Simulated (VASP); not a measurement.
Here is the system:

```yaml
crystal:
  lattice:
    - [0.00000, 3.51112, 3.51112]
    - [3.51112, 0.00000, 3.51112]
    - [3.51112, 3.51112, 0.00000]
  atoms:
    - { symbol: K, position: [0.00000, 0.00000, 0.00000] }
    - { symbol: I, position: [0.50000, 0.50000, 0.50000] }
```

Level of theory: optB86b-vdW, VASP's PBE PAW potentials (set 64) (plane waves; VASP). Run with 520 eV cut-off, 7×7×7 Γ-centred mesh, Gaussian smearing of 0.050 eV, potentials K_sv I.

The job: KI (rock salt), 2 atoms, optB86b-vdW, static run, 520 eV, 7×7×7 Γ-centred mesh. Roughly how much core time does it take on a busy server core?

About 60 core-seconds (one run on a shared machine, a rough figure). It had 20 irreducible k-points, 12 bands, up to 2345 plane waves and 15 electronic steps.

The compound is KI in the rock salt structure. It was relaxed first.
